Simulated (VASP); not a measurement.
Data:

```yaml
crystal:
  lattice:
    - [0.00000, 2.10317, 2.10317]
    - [2.10317, 0.00000, 2.10317]
    - [2.10317, 2.10317, 0.00000]
  atoms:
    - { symbol: Ti, position: [0.00000, 0.00000, 0.00000] }
    - { symbol: N, position: [0.50000, 0.50000, 0.50000] }
```

All values below come from PBEsol GGA, VASP's PBE PAW potentials (set 64) (plane waves; VASP 6.6.1). Settings: 520 eV cut-off, Gaussian smearing of 0.050 eV, potentials Ti_sv N.

Problem. Give the energies of bands 6 to 11 at the high-symmetry points, in eV from the Fermi level.

Solution. 
| band | Γ | X | U | L | W |
|---|---|---|---|---|---|
| 6 | -2.06 | -5.91 | -5.95 | -8.28 | -5.58 |
| 7 | -2.06 | -3.26 | -5.81 | -5.63 | -5.58 |
| 8 | -2.06 | -3.26 | -4.56 | -5.63 | -5.49 |
| 9 | -0.66 | -3.23 | -0.50 | 1.77 | 0.96 |
| 10 | -0.66 | 1.71 | 2.08 | 1.77 | 0.96 |
| 11 | -0.66 | 2.51 | 2.43 | 2.47 | 2.51 |

It has no gap at this level: it comes out as a metal or semimetal.

The compound is TiN in the rock salt structure. It was relaxed first. The electron count is odd and the run is not spin-polarised, which forces a metal.
